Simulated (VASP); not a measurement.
# GW on BN (Qingsongite), part 2 of 5

How does the gap of BN (Qingsongite) change from the starting functional to GW? The cell is of the zinc-blende type, one of the forms listed for this formula. The start is a cell from a database of measured crystal structures.

VASP 6.6.1, plane waves and PAW; the level of theory is named at each step.

So far, gap on the k-mesh (eV): step 3 (empty bands, functional PBE) 4.46.

## 4. G0W0, functional PBE, start PBE

This step: G0W0 on PBE; plane waves and PAW (N_GW, B_GW) (VASP 6.6.1).

One pass of GW corrects the levels to first order, with G and W from the starting orbitals.

The input, INCAR:

```
SYSTEM = BN
PREC = Accurate
ENCUT = 450
ISMEAR = 0
SIGMA = 0.01
LREAL = .FALSE.
GGA = PE
NBANDS = 40
ALGO = EVGW0
NELMGW = 1
ENCUTGW = 120
NOMEGA = 64
PRECFOCK = Fast
NBANDSGW = 16
LWAVE = .FALSE.
LCHARG = .FALSE.
```

The input, POSCAR:

```
BN
1.0
    0.0000000000      1.8075000000      1.8075000000
    1.8075000000      0.0000000000      1.8075000000
    1.8075000000      1.8075000000      0.0000000000
N B
1 1
Direct
    0.7500000000      0.7500000000      0.7500000000
    0.0000000000      0.0000000000      0.0000000000
```

The input, KPOINTS:

```
Automatic mesh
0
Gamma
6 6 6
0 0 0
```

PAW data sets: N_GW and B_GW (PBE family, release 64).

Run with:

```
$ mpirun -np 8 vasp_std
```

Output:

```text
[banner, memory and clock lines left out]
running    8 mpi-ranks, on    1 nodes
 distrk:  each k-point on    8 cores,    1 groups
 distr:  one band on    1 cores,    8 groups

 POSCAR found type information on POSCAR N B
 POSCAR found :  2 types and       2 ions
 [... a notice as in an earlier step ...]

|                                                                             |
|           W    W    AA    RRRRR   N    N  II  N    N   GGGG   !!!           |
|           W    W   A  A   R    R  NN   N  II  NN   N  G    G  !!!           |
|           W    W  A    A  R    R  N N  N  II  N N  N  G       !!!           |
|           W WW W  AAAAAA  RRRRR   N  N N  II  N  N N  G  GGG   !            |
|           WW  WW  A    A  R   R   N   NN  II  N   NN  G    G                |
|           W    W  A    A  R    R  N    N  II  N    N   GGGG   !!!           |
|                                                                             |
|     The default for ENCUTGWSOFT is different in this version of VASP.       |
|     please manually set ENCUTGWSOFT =120 in the INCAR file.                 |
|                                                                             |

 LDA part: xc-table for (Slater+PW92), standard interpolation
 found WAVECAR, reading the header
 POSCAR, INCAR and KPOINTS ok, starting setup
 FFT: planning ... GRIDC
 FFT: planning ... GRID_SOFT
 FFT: planning ... GRID
 reading WAVECAR
 the WAVECAR file was read successfully
 initial charge from wavefunction
 available memory per node:     32.44 GB, setting MAXMEM to     33217

 The Fermi energy was updated, please check that it is located mid-gap
 values below the HOMO (VB) or above the LUMO (CB) will cause erroneous energies
 E-fermi :   9.6950

 calculate exact exchange contribution
 the WAVEDER file was read successfully
energies w=
    0.000    0.000    0.875    0.000    1.749    0.000    2.618    0.000
    3.482    0.000    4.339    0.000    5.186    0.000    6.024    0.000
    6.852    0.000    7.668    0.000    8.473    0.000    9.267    0.000
   10.050    0.000   10.823    0.000   11.585    0.000   12.339    0.000
   13.085    0.000   13.825    0.000   14.558    0.000   15.288    0.000
   16.015    0.000   16.741    0.000   17.467    0.000   18.195    0.000
   18.927    0.000   19.665    0.000   20.411    0.000   21.167    0.000
   21.935    0.000   22.718    0.000   23.519    0.000   24.340    0.000
   25.185    0.000   26.057    0.000   26.961    0.000   27.900    0.000
   28.880    0.000   29.907    0.000   30.987    0.000   32.128    0.000
   33.339    0.000   34.629    0.000   36.010    0.000   37.496    0.000
   39.105    0.000   40.855    0.000   42.773    0.000   44.886    0.000
   47.231    0.000   49.854    0.000   52.813    0.000   56.182    0.000
   60.056    0.000   64.564    0.000   69.879    0.000   76.243    0.000
   84.002    0.000   93.667    0.000  106.036    0.000  122.409    0.000
  145.081    0.000  178.492    0.000  232.524    0.000  334.515    0.000
 responsefunction array rank=      40
 LDA part: xc-table for (Slater+PW92), standard interpolation

 min. memory requirement per mpi rank     54.7 MB, per node    437.3 MB

 allocating   8 responsefunctions rank=    40
 shmem allocating  64 responsefunctions rank=    40
 response function shared by NCSHMEM nodes    1
 Doing            8  frequencies on each core in blocks of           64
NQ=   1    0.0000    0.0000    0.0000,
|.........|.........|.........|.........|.........|.........|.........|.........
 performed         82000 updates of chi_q(r,r)
 total number of BLAS operations          0.48 Gflops
NQ=   2    0.1667    0.0000    0.0000,
|.........|.........|.........|.........|.........|.........|.........|.........
 performed        251000 updates of chi_q(r,r)
 total number of BLAS operations          2.34 Gflops
NQ=   3    0.3333    0.0000    0.0000,
|.........|.........|.........|.........|.........|.........|.........|.........
 performed        420000 updates of chi_q(r,r)
 total number of BLAS operations          3.91 Gflops
NQ=   4    0.5000    0.0000    0.0000,
|.........|.........|.........|.........|.........|.........|.........|.........
 performed        559000 updates of chi_q(r,r)
 total number of BLAS operations          5.20 Gflops
NQ=   5    0.1667    0.1667    0.0000,
|.........|.........|.........|.........|.........|.........|.........|.........
 performed        728000 updates of chi_q(r,r)
 total number of BLAS operations          6.50 Gflops
NQ=   6    0.3333    0.1667    0.0000,
|.........|.........|.........|.........|.........|.........|.........|.........
 performed       1007000 updates of chi_q(r,r)
 total number of BLAS operations          9.40 Gflops
NQ=   7    0.5000    0.1667    0.0000,
|.........|.........|.........|.........|.........|.........|.........|.........
 performed       1286000 updates of chi_q(r,r)
 total number of BLAS operations         12.47 Gflops
NQ=   8   -0.3333    0.1667    0.0000,
|.........|.........|.........|.........|.........|.........|.........|.........
 performed       1565000 updates of chi_q(r,r)
 total number of BLAS operations         15.21 Gflops
NQ=   9   -0.1667    0.1667    0.0000,
|.........|.........|.........|.........|.........|.........|.........|.........
 performed       1803000 updates of chi_q(r,r)
 total number of BLAS operations         17.97 Gflops
NQ=  10    0.3333    0.3333    0.0000,
|.........|.........|.........|.........|.........|.........|.........|.........
 performed       1972000 updates of chi_q(r,r)
 total number of BLAS operations         20.03 Gflops
NQ=  11    0.5000    0.3333    0.0000,
|.........|.........|.........|.........|.........|.........|.........|.........
 performed       2251000 updates of chi_q(r,r)
 total number of BLAS operations         22.78 Gflops
NQ=  12   -0.3333    0.3333    0.0000,
|.........|.........|.........|.........|.........|.........|.........|.........
 performed       2489000 updates of chi_q(r,r)
 total number of BLAS operations         24.98 Gflops
NQ=  13    0.5000    0.5000    0.0000,
|.........|.........|.........|.........|.........|.........|.........|.........
 performed       2610000 updates of chi_q(r,r)
 total number of BLAS operations         26.53 Gflops
NQ=  14    0.5000    0.3333    0.1667,
|.........|.........|.........|.........|.........|.........|.........|.........
 performed       2928000 updates of chi_q(r,r)
 total number of BLAS operations         29.48 Gflops
NQ=  15   -0.3333    0.3333    0.1667,
|.........|.........|.........|.........|.........|.........|.........|.........
 performed       3225000 updates of chi_q(r,r)
 total number of BLAS operations         32.56 Gflops
NQ=  16   -0.3333    0.5000    0.1667,
|.........|.........|.........|.........|.........|.........|.........|.........
 performed       3465000 updates of chi_q(r,r)
 total number of BLAS operations         34.53 Gflops
 resolving degeneracies of screened two electron integrals

 calculate QP shifts <psi_nk| G(iteration)W_0 |psi_nk>: iteration 1
 entering main loop
```

Run time: 12 s. Hardware: 8 MPI ranks of AMD EPYC 9R45, shared host; peak memory 0.85 GiB.

Parts of OUTCAR (step 4):

```text
The static configuration has the point symmetry T_d .

 Found     16 irreducible k-points:

   k-points           NKPTS =     16   k-points in BZ     NKDIM =    216   number of bands    NBANDS=     40

   NELECT =       8.0000    total number of electrons

 E-fermi :   9.6950

 QP shifts <psi_nk| G(iteration)W_0 |psi_nk>: iteration 1
 for sc-GW calculations column KS-energies equals QP-energies in previous step
 and V_xc(KS)=  KS-energies - (<T + V_ion + V_H > + <T+V_H+V_ion>^1  + <V_x>^1)
 k-point   1 :       0.0000    0.0000    0.0000
  band No.  KS-energies  QP-energies   sigma(KS)   V_xc(KS)     V^pw_x(r,r')   Z            occupation Imag(sigma)
      1     -12.7698     -14.6124     -17.8512     -15.4886     -26.4986       0.7799       2.0000       1.4041
      2       7.4659       6.8856     -18.9887     -18.2868     -21.8927       0.8267       2.0000       0.0621
      3       7.4659       6.8856     -18.9887     -18.2868     -21.8927       0.8267       2.0000       0.0621
      4       7.4659       6.8856     -18.9887     -18.2868     -21.8927       0.8267       2.0000       0.0621
      5      16.2837      17.7476     -12.0300     -13.7845      -7.0054       0.8344       0.0000      -0.0835
      6      16.2837      17.7476     -12.0300     -13.7845      -7.0054       0.8344       0.0000      -0.0835
      7      16.2837      17.7476     -12.0300     -13.7845      -7.0054       0.8344       0.0000      -0.0835
      8      17.8070      19.1187     -13.8342     -15.4375      -8.3906       0.8181       0.0000      -0.1016
    ...

 k-point   2 :       0.1667    0.0000    0.0000
  band No.  KS-energies  QP-energies   sigma(KS)   V_xc(KS)     V^pw_x(r,r')   Z            occupation Imag(sigma)
      1     -12.1008     -13.8713     -17.8890     -15.6059     -26.4167       0.7755       2.0000       1.3097
      2       4.4523       3.5076     -18.1047     -16.9468     -21.5032       0.8159       2.0000       0.0779
      3       6.8429       6.1906     -18.7061     -17.9164     -21.6824       0.8259       2.0000       0.0639
      4       6.8429       6.1906     -18.7061     -17.9164     -21.6824       0.8259       2.0000       0.0639
      5      16.8071      18.1508     -12.6814     -14.2998      -7.5898       0.8303       0.0000      -0.0876
      6      17.1956      18.7367     -12.2866     -14.1438      -7.0941       0.8298       0.0000      -0.0890
      7      17.1956      18.7367     -12.2866     -14.1438      -7.0941       0.8298       0.0000      -0.0890
      8      19.7010      21.3211     -14.0261     -16.0297      -8.3037       0.8086       0.0000      -0.1154
    ...

 k-point   3 :       0.3333    0.0000    0.0000
  band No.  KS-energies  QP-energies   sigma(KS)   V_xc(KS)     V^pw_x(r,r')   Z            occupation Imag(sigma)
      1     -10.2379     -11.8446     -18.1434     -16.0532     -26.3290       0.7687       2.0000       1.0403
      2      -0.4052      -1.7696     -17.3145     -15.5821     -21.9185       0.7876       2.0000       0.1448
      3       5.9031       5.1386     -18.4699     -17.5399     -21.6382       0.8221       2.0000       0.0693
      4       5.9031       5.1386     -18.4699     -17.5399     -21.6382       0.8221       2.0000       0.0693
      5      17.3685      18.6323     -13.0269     -14.5551      -7.8382       0.8269       0.0000      -0.0915
      6      18.1189      19.6675     -12.2655     -14.1362      -6.9060       0.8278       0.0000      -0.0949
      7      18.1189      19.6675     -12.2655     -14.1362      -6.9060       0.8278       0.0000      -0.0949
      8      22.0030      23.7006     -13.6194     -15.7573      -7.3245       0.7940       0.0000      -0.1525
    ...

[... 7 parts as in an earlier step ...]

[... 5 further parts left out ...]
```

This step gave:

| Property | Result |
| --- | --- |
| quasiparticle gap on the mesh | 5.833 eV |
| smallest direct quasiparticle gap on the mesh | 10.86 eV |
| gap of the starting orbitals on the mesh | 4.458 eV |

GW takes the gap from 4.458 to 5.833 eV. The value holds for 40 bands, ENCUTGW = 120 eV and this mesh, and isn't shown to be converged in them.

## 5. Orbitals for another starting point

This step: PBE; plane waves and PAW (N_GW, B_GW) (VASP 6.6.1).

A hybrid converges faster from good orbitals, so a cheap PBE run writes WAVECAR first.

The input, INCAR:

```
SYSTEM = BN
PREC = Accurate
ENCUT = 450
EDIFF = 1E-05
NELM = 100
ISMEAR = 0
SIGMA = 0.01
LREAL = .FALSE.
ALGO = Normal
GGA = PE
NBANDS = 10
LORBIT = 11
LWAVE = .TRUE.
LCHARG = .FALSE.
KPAR = 8
```

POSCAR is that of step 4.

KPOINTS is that of step 4.

Run with:

```
$ mpirun -np 8 vasp_std
```

Output:

```text
[banner, memory and clock lines left out]
running    8 mpi-ranks, on    1 nodes
 distrk:  each k-point on    1 cores,    8 groups
 distr:  one band on    1 cores,    1 groups

 POSCAR found type information on POSCAR N B
 POSCAR found :  2 types and       2 ions
 [... a notice as in an earlier step ...]

 LDA part: xc-table for (Slater+PW92), standard interpolation
 POSCAR, INCAR and KPOINTS ok, starting setup
 FFT: planning ... GRIDC
 FFT: planning ... GRID_SOFT
 FFT: planning ... GRID
 WAVECAR not read
 entering main loop
       N       E                     dE             d eps       ncg     rms          rms(c)
[... 9 cycles as in an earlier step ...]
DAV:  10    -0.174434987764E+02   -0.10012E-05   -0.90310E-05   384   0.103E-01
   1 F= -.17443499E+02 E0= -.17443499E+02  d E =-.298020E-66
 writing wavefunctions
```

It took 1 s on 8 MPI ranks; peak memory 0.72 GiB.

From OUTCAR (step 5):

```text
   NELECT =       8.0000    total number of electrons

 E-fermi :   7.5856

 k-point     1 :       0.0000    0.0000    0.0000
  band No.  band energies     occupation
      1     -12.7702      2.00000
      2       7.4657      2.00000
      3       7.4657      2.00000
      4       7.4657      2.00000
      5      16.2834      0.00000
      6      16.2834      0.00000
      7      16.2834      0.00000
      8      17.8049      0.00000
      9      32.2057      0.00000
    ...

  Total       -0.0456874     -0.0456874     -0.0456874     -0.0000000      0.0000000      0.0000000
  in kB       -6.1978713     -6.1978713     -6.1978713     -0.0000000      0.0000000      0.0000000
  external PRESSURE =      -6.1978713 kB  Pullay stress =       0.0000000 kB

 POSITION                                       TOTAL-FORCE (eV/Angst)
 -----------------------------------------------------------------------------------
      2.71125      2.71125      2.71125         0.000000      0.000000      0.000000
      0.00000      0.00000      0.00000        -0.000000     -0.000000     -0.000000
 -----------------------------------------------------------------------------------
    total drift:                               -0.000000     -0.000000     -0.000001

  FREE ENERGIE OF THE ION-ELECTRON SYSTEM (eV)
  ---------------------------------------------------
  free  energy   TOTEN  =       -17.4434987764 eV

  energy  without entropy=      -17.4434987764  energy(sigma->0) =      -17.44349878

[... 8 parts as in an earlier step ...]

[... 9 further parts left out ...]
```

Numbers from this step:

```
Fermi energy      : 7.586 eV
pressure          : -0.6198 GPa
gap on the k-mesh : 4.457 eV
```

The run ends at a pressure of -0.62 GPa.

## 6. Another starting point, functional HSE with 0.08 exact exchange

This step: HSE with 0.08 exact exchange; plane waves and PAW (N_GW, B_GW) (VASP 6.6.1).

To see how much the result owes to its start, the ground state is made again with HSE with 0.08 exact exchange. A small SIGMA keeps every occupation at zero or full.

The input, INCAR:

```
SYSTEM = BN
PREC = Accurate
ENCUT = 450
EDIFF = 1E-08
NELM = 100
ISMEAR = 0
SIGMA = 0.01
LREAL = .FALSE.
ALGO = Normal
LHFCALC = .TRUE.
AEXX = 0.08
GGA = PE
LASPH = .TRUE.
NBANDS = 10
PRECFOCK = Fast
LORBIT = 11
LWAVE = .TRUE.
LCHARG = .FALSE.
KPAR = 8
HFSCREEN = 0.2
```

POSCAR is that of step 5.

KPOINTS is that of step 5.

The WAVECAR or CHGCAR of an earlier step is read.

Run with:

```
$ mpirun -np 8 vasp_std
```

Output:

```text
[banner, memory and clock lines left out]
running    8 mpi-ranks, on    1 nodes
 distrk:  each k-point on    1 cores,    8 groups
 distr:  one band on    1 cores,    1 groups

 POSCAR found type information on POSCAR N B
 POSCAR found :  2 types and       2 ions
 [... a notice as in an earlier step ...]

 LDA part: xc-table for (Slater+PW92), standard interpolation
 found WAVECAR, reading the header
 POSCAR, INCAR and KPOINTS ok, starting setup
 FFT: planning ... GRIDC
 FFT: planning ... GRID_SOFT
 FFT: planning ... GRID
 reading WAVECAR
 the WAVECAR file was read successfully
 initial charge from wavefunction
 entering main loop
       N       E                     dE             d eps       ncg     rms          rms(c)
DAV:   1    -0.183725892795E+02   -0.18373E+02   -0.32859E-02   446   0.224E+00    0.122E-01
DAV:   2    -0.183725000545E+02    0.89225E-04   -0.13158E-04   370   0.121E-01    0.747E-02
DAV:   3    -0.183724509007E+02    0.49154E-04   -0.32904E-05   468   0.606E-02    0.437E-02
DAV:   4    -0.183724374061E+02    0.13495E-04   -0.73516E-06   458   0.341E-02    0.252E-02
DAV:   5    -0.183724336924E+02    0.37137E-05   -0.20025E-06   464   0.186E-02    0.145E-02
DAV:   6    -0.183724327225E+02    0.96990E-06   -0.56437E-07   470   0.997E-03    0.845E-03
DAV:   7    -0.183724324755E+02    0.24698E-06   -0.16207E-07   466   0.541E-03    0.495E-03
DAV:   8    -0.183724324383E+02    0.37198E-07   -0.47164E-08   454   0.299E-03    0.291E-03
DAV:   9    -0.183724324449E+02   -0.66032E-08   -0.13749E-08   294   0.168E-03
   1 F= -.18372432E+02 E0= -.18372432E+02  d E =-.199710E-37
 writing wavefunctions
```

Elapsed: 11 s, on 8 MPI ranks; peak memory 1.4 GiB; 82 s of CPU time.

From OUTCAR (step 6):

```text
   k-points           NKPTS =     16   k-points in BZ     NKDIM =    216   number of bands    NBANDS=     10

   NELECT =       8.0000    total number of electrons

  exchange ACFDT corr.  =         0.00000000  see jH, gK, PRB 81, 115126

 E-fermi :   7.2777

 k-point     1 :       0.0000    0.0000    0.0000
  band No.  band energies     occupation
      1     -13.6498      2.00000
      2       7.1898      2.00000
      3       7.1898      2.00000
      4       7.1898      2.00000
      5      16.5664      0.00000
      6      16.5664      0.00000
      7      16.5664      0.00000
      8      18.1048      0.00000
      9      32.5728      0.00000
    ...

 POSITION                                       TOTAL-FORCE (eV/Angst)
 -----------------------------------------------------------------------------------
      2.71125      2.71125      2.71125         0.000000      0.000000      0.000000
      0.00000      0.00000      0.00000        -0.000000     -0.000000     -0.000000
 -----------------------------------------------------------------------------------
    total drift:                               -0.000001     -0.000001     -0.000001

  FREE ENERGIE OF THE ION-ELECTRON SYSTEM (eV)
  ---------------------------------------------------
  free  energy   TOTEN  =       -18.3724324449 eV

  energy  without entropy=      -18.3724324449  energy(sigma->0) =      -18.37243244

[... 7 parts as in an earlier step ...]

[... 9 further parts left out ...]
```

The PAW data sets were made with PBE, which is usual practice but a small mismatch for other functionals.

Numbers from this step:

```yaml
free_energy_toten: -18.37 eV
fermi_energy: 7.278 eV
gap_on_the_k_mesh: 4.883 eV
least_direct_gap_on_the_k_mesh: 9.377 eV
```

## 7. Empty bands, functional HSE with 0.08 exact exchange

ALGO = Exact makes the empty bands from the converged ground state in one step. LOPTICS writes the k-derivatives of the orbitals (WAVEDER), which give the long-wavelength limit of the screening.

The input, INCAR:

```
SYSTEM = BN
PREC = Accurate
ENCUT = 450
ISMEAR = 0
SIGMA = 0.01
LREAL = .FALSE.
LHFCALC = .TRUE.
AEXX = 0.08
GGA = PE
LASPH = .TRUE.
NBANDS = 40
PRECFOCK = Fast
HFSCREEN = 0.2
ALGO = Exact
NELM = 1
LWAVE = .TRUE.
LCHARG = .FALSE.
LOPTICS = .TRUE.
NEDOS = 1000
CSHIFT = 0.1
```

POSCAR is that of step 6.

KPOINTS is that of step 6.

The WAVECAR or CHGCAR of an earlier step is read.

Run with:

```
$ mpirun -np 8 vasp_std
```

Output:

```text
[... set-up lines as in an earlier step ...]
 entering main loop
       N       E                     dE             d eps       ncg     rms          rms(c)
DIA:   1    -0.183724324852E+02   -0.18372E+02    0.00000E+00     0   0.000E+00
   1 F= -.18372432E+02 E0= -.18372432E+02  d E =-.222884E-16
 writing wavefunctions
 optical routines
 imaginary and real dielectric function
 recalculating local potential from charge density
 direction            1
 direction            2
 direction            3
```

The job ended after 61 s (8 MPI ranks; peak memory 1.5 GiB).

OUTCAR, selected parts (step 7):

```text
 POSITION                                       TOTAL-FORCE (eV/Angst)
 -----------------------------------------------------------------------------------
      2.71125      2.71125      2.71125        -0.000000     -0.000000     -0.000000
      0.00000      0.00000      0.00000         0.000000      0.000000      0.000000
 -----------------------------------------------------------------------------------
    total drift:                               -0.000001     -0.000001     -0.000001

  FREE ENERGIE OF THE ION-ELECTRON SYSTEM (eV)
  ---------------------------------------------------
  free  energy   TOTEN  =       -18.3724324852 eV

  energy  without entropy=      -18.3724324852  energy(sigma->0) =      -18.37243249

[... 2 parts as in an earlier step ...]

[... 1 further part left out ...]
[key lines of the parts left out:]
E-fermi :   7.2435
```

[end of part 2 of 5]

[Lines on the potential files, build, host, timing and source positions are cut from VASP's logs without a mark.]

[Logs are printed without paths, hosts, clocks, repeated set-up lines and the standing remarks that a program may print on its own settings, such as how far it seeks lower states.]

[Hosts, paths, dates, database ids (printed as entryN), source tags and the programs' standing remarks are cut or masked in the printed files.]

[Pressures printed for these runs are not shown converged in the cutoff: they can be off by several GPa and have the wrong sign.]
